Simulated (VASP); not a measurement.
A convergence study with VASP on Re (hcp): one setting is varied, all else stays as given below, so the limit is that of these other settings. The cell's lengths are 1 % over those of the tabulated start and one atom is moved, so it is off equilibrium.

```xyz
2
Lattice="1.3938 -2.4141 0.0000 1.3938 2.4141 0.0000 0.0000 0.0000 4.5046" Properties=species:S:1:pos:R:3 pbc="T T T"
Re     1.3938     0.8047     1.1261
Re     1.4544    -0.8047     3.3784
```

Level of theory: LDA (Ceperley-Alder, Perdew-Zunger), VASP's LDA PAW potentials (set 64) (plane waves; VASP). The tightest run used: 1000 eV cut-off, 17×17×9 Γ-centred mesh, first-order Methfessel-Paxton smearing of 0.10 eV, potentials Re.

```
setting      E (eV/atom)  pressure (GPa)  largest force (eV/Å)  plane waves
-----------  -----------  --------------  --------------------  -----------
ENCUT = 150     -13.0249         -135.83                 0.256          135
ENCUT = 250     -13.6819          -20.40                 0.259          287
ENCUT = 350     -13.7105          -19.73                 0.264          472
```

Problem. These are the cheaper rows. Estimate the results at ENCUT = 1000, and how far the last row shown lies from them.

Solution. 
```
quantity              tightest run  last row shown is off by
--------------------  ------------  ------------------------
E (eV/atom)               -13.7141                    0.0036
pressure (GPa)              -18.92                     -0.81
largest force (eV/Å)         0.265                    -0.001
```

Left out are rungs that failed or repeat a setting and relaxations that didn't move; long series are thinned to 24 rows.

The compound is Re in the hcp structure. The cell was not relaxed at this level, it is distorted from the ideal structure.
